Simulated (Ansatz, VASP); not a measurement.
# CsPbCl3 in two plane-wave programs

Aim: how closely do two programs agree when they are given the same cell, functional and k mesh? The cell is taken from a series of runs on this material, whose earlier steps may have relaxed, scaled, displaced or heated it; both programs get it as it stands.

Method: plane waves, with VASP 6.6.1 beside it; relaxation of cell and atoms at RPBE, in Ansatz 0.2.0.

### Step 1. Starting point

Symmetry: Pm-3m, No. 221, cubic system. Conventional cell: a = 5.860 Å, b = 5.860 Å, c = 5.860 Å, α = 90.00°, β = 90.00°, γ = 90.00°. Nearest to Cs lie 12 Cl at 4.14 Å. Nearest to Pb lie 6 Cl at 2.93 Å. Nearest to Cl lie 2 Pb at 2.93 Å and 4 Cs at 4.14 Å. Farther neighbours and most contacts between anions are not listed.

### Step 2. Ansatz: relaxation of cell and atoms, RPBE

Ansatz runs on its default PAW (the set named soft_2) files.

The relaxed volume is the usual yardstick between codes: in a stiff, nearly cubic crystal its relative difference is about their pressure difference at one cell divided by the bulk modulus.

Input file input.yaml:

```yaml
crystal:
  lattice:
    - [5.8599134258, 0.0, 0.0]
    - [0.0, 5.8599134258, 0.0]
    - [0.0, 0.0, 5.8599134258]
  atoms:
    - { symbol: Cs, position: [0.0, 0.0, 0.0] }
    - { symbol: Pb, position: [0.5, 0.5, 0.5] }
    - { symbol: Cl, position: [0.5, 0.5, 0.0] }
    - { symbol: Cl, position: [0.0, 0.5, 0.5] }
    - { symbol: Cl, position: [0.5, 0.0, 0.5] }
kpoints:
  mp_grid: { grid: [4, 4, 4] }
hamiltonian:
  xc: rpbe
scf:
  occupations: { method: fixed }
output:
  forces: true
  stress: true
  eigenvalues: true
relax:
  adjacent_minimum: "off"
  f_tol: 0.001
  max_steps: 60
  cell: { stress_tol: 0.01 }
```

The run is started by

```
$ ansatz run input.yaml --threads 4 --pin off --max-ram 16384MiB --backend cpu --events-out ev --progress --plain --runs-dir out
```

Numbers of over 12 decimals in the logs are rounded to 6 here.

The log of the run:

```text
Engine: ansatz 0.2.0, aarch64-unknown-linux-gnu
Pseudopotentials: kind: paw
Pseudopotential: Cs, paw, valence charge 9, recommended cutoff 420 eV (normal), Cs.paw.azcp
Pseudopotential: Pb, paw, valence charge 14, recommended cutoff 420 eV (normal), Pb.paw.azcp
Pseudopotential: Cl, paw, valence charge 7, recommended cutoff 420 eV (normal), Cl.paw.azcp
Functional definition: RPBE
  parameter kappa = 0.804
  parameter beta = 0.066725
  exchange = rpbe_x(kappa = kappa, mu = beta*pi^2/3)
  correlation = pbe_c(beta = beta)
Crystal: 5 atoms, lattice volume = 201.221 Å³
Basis set: ecut = 420 eV, 3887 PW (Γ), exchange–correlation on 80×80×80 points (8 copies of the dense FFT grid, shifted against one another)
Bands: 27, of which v1, the nominal top of the filled ones, is band 22 counted from 1 (21 counted from 0)
Symmetry: 48 space group operations
Space group: Pm-3m (ITA 221), of the structure as read, at distance tolerance 5.9e-5 Å
k-points: 10 of 64
Non-local potential: Cs, projectors of the file, l = 0: 3, l = 1: 2, l = 2: 2, l = 3: 2
Non-local potential: Pb, projectors of the file, l = 0: 2, l = 1: 2, l = 2: 2, l = 3: 2
Non-local potential: Cl, projectors of the file, l = 0: 2, l = 1: 2, l = 2: 2
PAW form: soft (Blöchl's): semilocal exchange-correlation on the pseudo side does not see the compensation charge
PAW frozen core: Cs, regenerated for the run's functional, and the local potential with it (the file was generated under x = pbe(κ = 0.804, μ = 0.219515), c = pbe(β = 0.066725))
PAW frozen core: Pb, regenerated for the run's functional, and the local potential with it (the file was generated under x = pbe(κ = 0.804, μ = 0.219515), c = pbe(β = 0.066725))
PAW frozen core: Cl, regenerated for the run's functional, and the local potential with it (the file was generated under x = pbe(κ = 0.804, μ = 0.219515), c = pbe(β = 0.066725))
PAW one-centre angular grid: Cs, 194 points (default); XC on 64 Gauss nodes
PAW one-centre angular grid: Pb, 590 points (default); XC on 64 Gauss nodes
PAW one-centre angular grid: Cl, 110 points (default); XC on 64 Gauss nodes
Initial density: superposition of atomic densities (neutral atoms: chi_scale 0, normalization atom), corrected by the library's trained network
Initial wavefunctions: pseudopotential atomic-orbital guess
Functional: x = rpbe, c = pbe(β = 0.066725)
SCF iter   1: F=—  HF=-20859.703614 eV  |F-HF|=—  |Δ(HF+E_count)|=         —  Δρ=2.64e-3  dr2=1.90e-2  ethr=1.77e-3  ⟨swp⟩=4.9  Hψ=1096  notcnv=0  defer=25
preconditioner: auto → Resta (q_TF=auto, 2.118 Å⁻¹)  ε∞=2.7  [insulator: Δε(μ)=2.586 eV  Ē_g=13.040 eV  n_scr=26 (ndim 8)  ℏωp=17.0 eV  f_vac=0.112  ε∞_Penn≈2.7]
SCF iter   2: F=—  HF=-20859.697519 eV  |F-HF|=—  |Δ(HF+E_count)|=   6.10e-3  Δρ=1.20e-3  dr2=3.02e-3  ethr=4.32e-5  ⟨swp⟩=2.4  Hψ=560  notcnv=0  defer=28
SCF iter   3: F=—  HF=-20859.697330 eV  |F-HF|=—  |Δ(HF+E_count)|=   1.88e-4  Δρ=3.47e-4  dr2=2.37e-4  ethr=6.87e-6  ⟨swp⟩=2.7  Hψ=414  notcnv=0  defer=28
SCF iter   4: F=—  HF=-20859.697434 eV  |F-HF|=—  |Δ(HF+E_count)|=   1.04e-4  Δρ=5.96e-5  dr2=6.97e-6  ethr=5.40e-7  ⟨swp⟩=2.4  Hψ=455  notcnv=0  defer=28
SCF iter   5: F=—  HF=-20859.697498 eV  |F-HF|=—  |Δ(HF+E_count)|=   6.45e-5  Δρ=2.09e-5  dr2=1.06e-6  ethr=1.58e-8  ⟨swp⟩=2.0  Hψ=482  notcnv=0  defer=20
SCF iter   6: F=-20859.697499 eV  HF=-20859.697499 eV  |F-HF|=6.91e-8  |Δ(HF+E_count)|=   1.13e-6  Δρ=4.70e-6  dr2=3.42e-8  ethr=2.27e-10  ⟨swp⟩=11.2  Hψ=1795  notcnv=0
SCF 1 converged in 6 iterations: F = -20859.697499 eV  dr2 = 3.42e-8
  greatest PAW one-centre occupation: 0.983 electrons in one spin orbital (limit 2), on the Pb atom at site 1 (counted from 0), in its partial waves of l = 2
relax step   1: F+E_penalty+E_count = -20859.69749949 eV  Δ(F+E_penalty+E_count) = +0.000e0 eV  max|allowed force component| = 6.467e-29 eV/Å  Δτ_max = 0.0000 Å  P = +0.029 GPa  Ω = 201.221 Å³  (6 SCF iters, dr2 threshold 1.00e-7 eV, accepted)
[...]
relax step   2: F+E_penalty+E_count = -20859.69751631 eV  Δ(F+E_penalty+E_count) = -1.682e-5 eV  max|allowed force component| = 2.037e-29 eV/Å  Δτ_max = 0.0000 Å  P = +0.015 GPa  Ω = 201.377 Å³  energy of the carried Pulay correction = -4.435e-6 eV  (5 SCF iters, dr2 threshold 2.10e-9 eV, accepted)
[...]
relax step   3: F+E_penalty+E_count = -20859.69751911 eV  Δ(F+E_penalty+E_count) = -2.801e-6 eV  max|allowed force component| = 1.421e-29 eV/Å  Δτ_max = 0.0000 Å  P = +0.000 GPa  Ω = 201.537 Å³  energy of the carried Pulay correction = -8.989e-6 eV  (5 SCF iters, dr2 threshold 5.40e-10 eV, accepted)
[...]
relax step   4: F+E_penalty+E_count = -20859.69751911 eV  Δ(F+E_penalty+E_count) = -1.273e-10 eV  max|allowed force component| = 3.367e-29 eV/Å  Δτ_max = 0.0000 Å  P = +0.000 GPa  Ω = 201.537 Å³  stress off target by 9.03e-5 GPa  SCF on the basis re-selected at this cell (its energy is not comparable with the rows above)  (7 SCF iters)
basis re-selected at this cell: Δ(F+E_penalty+E_count) = -1.273e-10 eV, ΔP = +0.000 GPa vs the last step (what re-selecting the basis moved, of the pressure what is left beyond the Pulay correction that the steps carried, after the strain that the cell walked since its last selection, with what the two solves' SCF thresholds leave and, on support functions, any second-order correction that the steps lacked; it is no  [...]
SCF converged after 7 iterations
Free energy (F): -20859.697519 eV
Harris-Foulkes:  -20859.697519 eV  (|F-HF|=7.28e-12)
Internal energy: -20859.697519 eV  (E = F + TS)
E sigma→0 (E₀):  -20859.697519 eV
Fermi energy:    2.391545 eV
--- Per-component energies (eV) ---
  E_band       = -277.249608
  E_kinetic    = 909.587056
  E_local      = -2826.163057  (includes V_loc(G=0)·N_el)
  E_nonlocal   = 462.769668
  E_hartree    = 1069.669088
  E_xc         = -719.533879
  E_vxc        = -625.312852  (∫ρ·V_xc dr)
  E_paw        = -17480.457656  (= ΣΔE_a)
  E_vpaw       = -337.468926  (= ΣTr[D̂ρ^β])
  E_aug_tail   = 0.000309  (compensation charges beyond the density's cutoff)
  E_ewald      = -2275.468646
  E_core_change = -0.100402  (= ΣΔE_core)
  E_smearing   = -0.000000  (= −TS)
  E_closure    = 0.000000  (closes the sum)
  Σ components = -20859.697519   (vs F -20859.697519, Δ=0.00e0)
--- Forces (eV/Å), atoms counted from 1 ---
  atom   1  Cs     0.00000000    -0.00000000    -0.00000000
  atom   2  Pb    -0.00000000    -0.00000000    -0.00000000
  atom   3  Cl    -0.00000000     0.00000000     0.00000000
  atom   4  Cl     0.00000000     0.00000000     0.00000000
  atom   5  Cl     0.00000000    -0.00000000     0.00000000
  max |Σ_I F_I| component: 4.20e-29 eV/Å
--- Stress (GPa, compression-positive) ---
        0.000090      -0.000000       0.000000
       -0.000000       0.000090      -0.000000
        0.000000      -0.000000       0.000090
  P = ⅓ Tr σ = 0.0001 GPa (0.001 kbar)
--- Band table (eV; the first three rows and the last of 10) ---
  k-point 0: bands = [... 18 lower, 0.7188, 0.7702, 0.7702, 0.7702, 6.6191, 7.7046, 7.7046, 8.3764, ... 1 higher]
  k-point 1: bands = [... 18 lower, 0.6817, 0.7376, 0.7376, 0.7867, 6.8093, 7.3748, 8.0200, 8.0406, ... 1 higher]
  k-point 2: bands = [... 18 lower, 0.6456, 0.7110, 0.7110, 1.1813, 5.7038, 7.8345, 7.8828, 7.8828, ... 1 higher]
  k-point 9: bands = [... 18 lower, 1.0384, 1.0384, 1.0384, 2.3915, 4.9370, 4.9370, 4.9370, 8.3279, ... 1 higher]
--- Relaxed structure (3 steps of the walk, 3 accepted, 1 SCFs on fresh bases) ---
  F+E_penalty+E_count = -20859.69751911 eV   max|allowed force component| = 3.367e-29 eV/Å   (the final SCF, on the basis selected at the relaxed cell)
  cell:  # Å, volume = 201.5368 Å³
    - [5.862976, 0, 0]
    - [0, 5.862976, 0.0]
    - [0, 0.0, 5.862976]
  atoms:
    - { symbol: Cs, position: [0, 0, 0] }
    - { symbol: Pb, position: [0.5, 0.5, 0.5] }
    - { symbol: Cl, position: [0.5, 0.5, 0] }
    - { symbol: Cl, position: [0, 0.5, 0.5] }
    - { symbol: Cl, position: [0.5, 0, 0.5] }
```

### Step 3. VASP: relaxation of cell and atoms, RPBE

The same cell, functional and mesh now go to VASP, with its own data sets.

Lines of VASP's logs that name or quote its potential files are left out, and so is its time.

Input file INCAR:

```
SYSTEM = CsPbCl3
PREC = Accurate
ENCUT = 500
EDIFF = 1E-07
NELM = 120
ISMEAR = 0
SIGMA = 0.01
LREAL = .FALSE.
ALGO = Normal
GGA = RP
NBANDS = 28
LORBIT = 11
LWAVE = .FALSE.
LCHARG = .FALSE.
ISIF = 3
IBRION = 2
NSW = 80
EDIFFG = -0.005
LASPH = .TRUE.
GGA_COMPAT = .FALSE.
NELMIN = 4
EFERMI = MIDGAP
KPAR = 2
```

Input file POSCAR:

```
CsPbCl3
1.0
    5.8599130000      0.0000000000      0.0000000000
    0.0000000000      5.8599130000      0.0000000000
    0.0000000000      0.0000000000      5.8599130000
Cs Pb Cl
1 1 3
Direct
    0.0000000000      0.0000000000      0.0000000000
    0.5000000853      0.5000000853      0.5000000853
    0.5000000853      0.5000000853      0.0000000000
    0.0000000000      0.5000000853      0.5000000853
    0.5000000853      0.0000000000      0.5000000853
```

Input file KPOINTS:

```
Automatic mesh
0
Gamma
4 4 4
0 0 0
```

The projector-augmented-wave data sets are Cs_sv, Pb_d and Cl (PBE family, release 64).

The run is started by

```
$ mpirun -np 2 vasp_std
```

The log of the run:

```text
[banner, memory and clock lines left out]
running    2 mpi-ranks, on    1 nodes
 distrk:  each k-point on    1 cores,    2 groups
 distr:  one band on    1 cores,    1 groups

 POSCAR found type information on POSCAR CsPbCl
 POSCAR found :  3 types and       5 ions
|                                                                             |
|               ----> ADVICE to this user running VASP <----                  |
|                                                                             |
|     You enforced a specific xc type in the INCAR file but a different       |
|     [... a line on the potential file left out ...]
|     I HOPE YOU KNOW WHAT YOU ARE DOING!                                     |
|                                                                             |

 LDA part: xc-table for (Slater+PW92), standard interpolation
 POSCAR, INCAR and KPOINTS ok, starting setup
 FFT: planning ... GRIDC
 FFT: planning ... GRID_SOFT
 FFT: planning ... GRID
 WAVECAR not read
 entering main loop
       N       E                     dE             d eps       ncg     rms          rms(c)
DAV:   1     0.408819745597E+03    0.40882E+03   -0.18701E+04   560   0.136E+03
DAV:   2     0.384604949017E+02   -0.37036E+03   -0.35845E+03   656   0.317E+02
DAV:   3    -0.154945771810E+02   -0.53955E+02   -0.53418E+02   676   0.130E+02
DAV:   4    -0.177105538136E+02   -0.22160E+01   -0.22080E+01   760   0.334E+01
DAV:   5    -0.177685564570E+02   -0.58003E-01   -0.57930E-01   716   0.476E+00    0.494E+00
DAV:   6    -0.166464374333E+02    0.11221E+01   -0.19956E+00   744   0.149E+01    0.358E+00
DAV:   7    -0.165974425756E+02    0.48995E-01   -0.83994E-01   784   0.477E+00    0.219E+00
DAV:   8    -0.166316852164E+02   -0.34243E-01   -0.11064E-01   664   0.271E+00    0.357E-01
DAV:   9    -0.166298291380E+02    0.18561E-02   -0.22604E-02   856   0.105E+00    0.184E-01
DAV:  10    -0.166315123133E+02   -0.16832E-02   -0.34189E-03   604   0.327E-01    0.892E-02
DAV:  11    -0.166316862721E+02   -0.17396E-03   -0.50303E-04   696   0.200E-01    0.145E-02
DAV:  12    -0.166316974547E+02   -0.11183E-04   -0.71126E-05   828   0.716E-02    0.936E-03
DAV:  13    -0.166316982105E+02   -0.75574E-06   -0.68840E-06   800   0.162E-02    0.320E-03
DAV:  14    -0.166316984519E+02   -0.24143E-06   -0.73302E-07   580   0.738E-03    0.705E-04
DAV:  15    -0.166316985751E+02   -0.12320E-06   -0.39130E-08   472   0.148E-03    0.157E-04
DAV:  16    -0.166316986374E+02   -0.62336E-07   -0.13598E-08   380   0.972E-04
   1 F= -.16631699E+02 E0= -.16631699E+02  d E =-.166317E+02
 curvature:   0.00 expect dE= 0.000E+00 dE for cont linesearch  0.000E+00
 trial: gam= 0.00000 g(F)=  0.000E+00 g(S)=  0.253E-04 ort = 0.000E+00 (trialstep = 0.100E+01)
 search vector abs. value=  0.253E-04
 bond charge predicted
       N       E                     dE             d eps       ncg     rms          rms(c)
DAV:   1    -0.166319724637E+02   -0.27389E-03   -0.68630E-03   760   0.793E-01    0.929E-02
DAV:   2    -0.166317435901E+02    0.22887E-03   -0.45527E-04   732   0.186E-01    0.298E-02
DAV:   3    -0.166317098267E+02    0.33763E-04   -0.12711E-04   708   0.997E-02    0.146E-02
DAV:   4    -0.166317133468E+02   -0.35200E-05   -0.61271E-06   820   0.206E-02    0.393E-03
DAV:   5    -0.166317145095E+02   -0.11627E-05   -0.73151E-07   692   0.549E-03    0.178E-03
DAV:   6    -0.166317151467E+02   -0.63720E-06   -0.53246E-08   388   0.226E-03    0.452E-04
DAV:   7    -0.166317152982E+02   -0.15148E-06   -0.12794E-08   340   0.129E-03    0.142E-04
DAV:   8    -0.166317152366E+02    0.61558E-07   -0.44594E-09   340   0.623E-04
   2 F= -.16631715E+02 E0= -.16631715E+02  d E =-.165992E-04
 trial-energy change:   -0.000017  1 .order   -0.000017   -0.000025   -0.000008
 step:   1.4744(harm=  1.4744)  dis= 0.00000  next Energy=   -16.631717 (dE=-0.187E-04)
 reached required accuracy - stopping structural energy minimisation
```

OUTCAR, selected parts (step 3):

```text
ion  position               nearest neighbor table
   1  0.000  0.000  0.000-
   2  0.500  0.500  0.500-   3 2.93   4 2.93   5 2.93   3 2.93   5 2.93   4 2.93
   3  0.500  0.500  0.000-   2 2.93   2 2.93
   4  0.000  0.500  0.500-   2 2.93   2 2.93
   5  0.500  0.000  0.500-   2 2.93   2 2.93

  LATTYP: Found a simple cubic cell.
 ALAT       =     5.8599130000

 Subroutine GETGRP returns: Found 48 space group operations
 (whereof 48 operations were pure point group operations)

The static configuration has the point symmetry O_h .

 Found     10 irreducible k-points:

   k-points           NKPTS =     10   k-points in BZ     NKDIM =     10   number of bands    NBANDS=     28

   dimension x,y,z NGX =    48 NGY =   48 NGZ =   48
   dimension x,y,z NGXF=    96 NGYF=   96 NGZF=   96

   ENCUT  =  500.0 eV  36.75 Ry    6.06 a.u.  10.68 10.68 10.68*2*pi/ulx,y,z

   NELECT =      44.0000    total number of electrons

 k-points in reciprocal lattice and weights: Automatic mesh
   0.00000000  0.00000000  0.00000000       0.016
   0.25000000  0.00000000  0.00000000       0.094
   0.50000000  0.00000000  0.00000000       0.047
   0.25000000  0.25000000  0.00000000       0.188
   0.50000000  0.25000000  0.00000000       0.188
   0.50000000  0.50000000  0.00000000       0.047
   0.25000000  0.25000000  0.25000000       0.125
   0.50000000  0.25000000  0.25000000       0.188
   0.50000000  0.50000000  0.25000000       0.094
   0.50000000  0.50000000  0.50000000       0.016

 average (electrostatic) potential at core
       1 -50.3079       2 -96.5477       3 -93.8982       4 -93.8982       5 -93.8982

 E-fermi :   1.6683

 k-point     1 :       0.0000    0.0000    0.0000
  band No.  band energies     occupation
    ...
     18      -1.2918      2.00000
     19      -1.2918      2.00000
     20      -1.2393      2.00000
     21      -1.2393      2.00000
     22      -1.2393      2.00000
     23       4.6151      0.00000
     24       5.7009      0.00000
     25       5.7009      0.00000
     26       6.3897      0.00000
     27       6.3898      0.00000
    ...

 k-point     2 :       0.2500    0.0000    0.0000
  band No.  band energies     occupation
    ...
     18      -1.3321      2.00000
     19      -1.3295      2.00000
     20      -1.2725      2.00000
     21      -1.2725      2.00000
     22      -1.2210      2.00000
     23       4.8134      0.00000
     24       5.3806      0.00000
     25       6.0177      0.00000
     26       6.0516      0.00000
     27       6.0516      0.00000
    ...

 k-point     3 :       0.5000    0.0000    0.0000
  band No.  band energies     occupation
    ...
     18      -1.3798      2.00000
     19      -1.3663      2.00000
     20      -1.2997      2.00000
     21      -1.2997      2.00000
     22      -0.8191      2.00000
     23       3.7122      0.00000
     24       5.8342      0.00000
     25       5.8943      0.00000
     26       5.8943      0.00000
     27       6.4021      0.00000
    ...

  Total       -0.0095205     -0.0095205     -0.0095205      0.0000000     -0.0000000      0.0000000
  in kB       -0.0758695     -0.0758695     -0.0758695      0.0000000     -0.0000000      0.0000000
  external PRESSURE =      -0.0758695 kB  Pullay stress =       0.0000000 kB

  energy-cutoff  :      500.00
  volume of cell :      201.05
      direct lattice vectors                 reciprocal lattice vectors
     5.858240020  0.000000000 -0.000000000     0.170699732 -0.000000000 -0.000000000
     0.000000000  5.858240020  0.000000000    -0.000000000  0.170699732  0.000000000
     0.000000000 -0.000000000  5.858240020     0.000000000 -0.000000000  0.170699732

 POSITION                                       TOTAL-FORCE (eV/Angst)
 -----------------------------------------------------------------------------------
      0.00000      0.00000      0.00000         0.000000     -0.000000      0.000000
      2.92912      2.92912      2.92912        -0.000000      0.000000      0.000000
      2.92912      2.92912      0.00000        -0.000000     -0.000000      0.000000
      0.00000      2.92912      2.92912        -0.000000      0.000000      0.000000
      2.92912     -0.00000      2.92912         0.000000      0.000000      0.000000
 -----------------------------------------------------------------------------------
    total drift:                               -0.001550     -0.001550     -0.001550

  FREE ENERGIE OF THE ION-ELECTRON SYSTEM (eV)
  ---------------------------------------------------
  free  energy   TOTEN  =       -16.6317152366 eV

  energy  without entropy=      -16.6317152366  energy(sigma->0) =      -16.63171524

 reached required accuracy - stopping structural energy minimisation

 total charge
# of ion       s       p       d       tot
------------------------------------------
    1        1.832   4.739   0.007   6.578
    2        1.528   0.365   9.851  11.744
    3        1.601   3.545   0.000   5.146
    4        1.601   3.545   0.000   5.146
    5        1.601   3.545   0.000   5.146
--------------------------------------------------
tot          8.164  15.737   9.858  33.760

[... 3 further parts left out ...]
```

CONTCAR:

```
CsPbCl3
   1.00000000000000
     5.8582400197696618    0.0000000000000000   -0.0000000000000000
     0.0000000000000000    5.8582400197696618    0.0000000000000000
     0.0000000000000000   -0.0000000000000000    5.8582400197696618
  Cs              Pb              Cl
     1     1     3
Direct
     0.0000000000000000    0.0000000000000000    0.0000000000000000
     0.5000000853000017    0.5000000853000017    0.5000000853000017
     0.5000000853000017    0.5000000853000017    0.0000000000000000
     0.0000000000000000    0.5000000853000017    0.5000000853000017
     0.5000000853000017    0.0000000000000000    0.5000000853000017
```

### Step 4. Side by side

Known differences besides the potentials themselves: fixed occupations in Ansatz, narrow Gaussian smearing in VASP; the cutoff is 420 eV in Ansatz and 500 eV in VASP; Ansatz makes its cores anew for this functional, VASP keeps those of its PBE data sets; Ansatz adds a Pulay correction to the stress that steers its cell, VASP none. Total energies have different zeros and are not compared.

Compared:

```
                                         quantity  Ansatz    VASP  difference
                                      volume (Å³)  201.54  201.05     +0.24 %
edge a after relaxation, in the typed setting (Å)   5.863   5.858     +0.08 %
```

### Step 5. What came out

```
difference in volume (relaxation of cell and atoms, RPBE) : 0.24 %
```

**Reading.** The difference in volume is 0.24 % (relaxation of cell and atoms, RPBE), within the 1.2 % picked in this series as the mark of a large difference, as far as the stopping tolerances let one tell. 2 further runs of this series are not shown here. How closely two codes agree says nothing of how well the functional describes the real material.

[Lines on the potential files, build, host, timing and source positions are cut from VASP's logs without a mark.]

[Logs are printed without paths, hosts, clocks, repeated set-up lines and the standing remarks that a program may print on its own settings, such as how far it seeks lower states.]

[Hosts, paths, dates, database ids (printed as entryN), source tags and the programs' standing remarks are cut or masked in the printed files.]
